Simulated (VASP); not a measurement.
NaF has the cubic space group Fm-3m (No. 225), the rock salt structure, Pearson symbol cF8. Lattice parameters: a = b = c = 4.6441 Å, α = β = γ = 90.00°. Na on 4a has 6 F at 2.322 Å (octahedral). F on 4b has 6 Na at 2.322 Å (octahedral). (Neighbours: up to the widest gap in distance over summed covalent radii, below 1.35, at either atom; cation-cation and far metal-metal contacts left out.)
(The calculation used a cell of 2 atoms; values per cell refer to that cell.)

These are PBE GGA with D3 dispersion (zero damping), VASP's PBE PAW potentials (set 64) (plane waves; VASP) values and carry that method's errors. Settings: 520 eV cut-off, 10×10×10 Γ-centred mesh, Gaussian smearing of 0.050 eV, potentials Na_pv F.

### Question
Give the energy at these volumes per atom, relative to the lowest: 11.68, 12.05, 12.43, 12.80, 13.17 Å³.

### Answer
9.0, 2.5, 0.0, 0.7, 4.2 meV/atom. A third-order Birch-Murnaghan fit gives B0 = 45.4 GPa and B0′ = 4.9.

The compound is NaF in the rock salt structure. It was relaxed first.
